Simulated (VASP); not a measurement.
Data:

```xyz
2
Lattice="0.0000 3.2205 3.2205 3.2205 0.0000 3.2205 3.2205 3.2205 0.0000" Properties=species:S:1:pos:R:3 pbc="T T T"
Te     3.2205     3.2205     3.2205
Pb     0.0000     0.0000     0.0000
```

All values below come from PBEsol GGA, VASP's PBE PAW potentials (set 64) (plane waves; VASP). Run with 520 eV cut-off, 7×7×7 Γ-centred mesh, Gaussian smearing of 0.050 eV, potentials Te Pb_d.

Problem. Estimate the energy per atom (σ→0).

Solution. 
- energy per atom (σ→0) = -398.5 kJ/mol-atom

Only differences to runs with the same potentials and settings are physical.

The compound is PbTe in the rock salt structure. It was relaxed first.
